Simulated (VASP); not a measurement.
Consider the following.

```yaml
crystal:
  lattice:
    - [2.84983, 0.00000, 0.00000]
    - [0.00000, 2.84983, 0.00000]
    - [0.00000, 0.00000, 2.84983]
  atoms:
    - { symbol: Al, position: [0.50000, 0.50000, 0.50000] }
    - { symbol: Co, position: [0.00000, 0.00000, 0.00000] }
```

These are PBE GGA, VASP's PBE PAW potentials (set 64) (plane waves; VASP) values and carry that method's errors. Run with 400 eV cut-off, 14×14×14 Γ-centred mesh, tetrahedra with Blöchl corrections, potentials Al Co.

Problem. The job: CoAl (CsCl type), 2 atoms, PBE, static run, 400 eV, 14×14×14 Γ-centred mesh. Roughly how much core time does it take on a busy server core?

Solution. About 30 core-seconds (one run on a shared machine, a rough figure). It had 120 irreducible k-points, 10 bands, up to 445 plane waves and 15 electronic steps.

The compound is CoAl in the CsCl type structure. It was relaxed first.
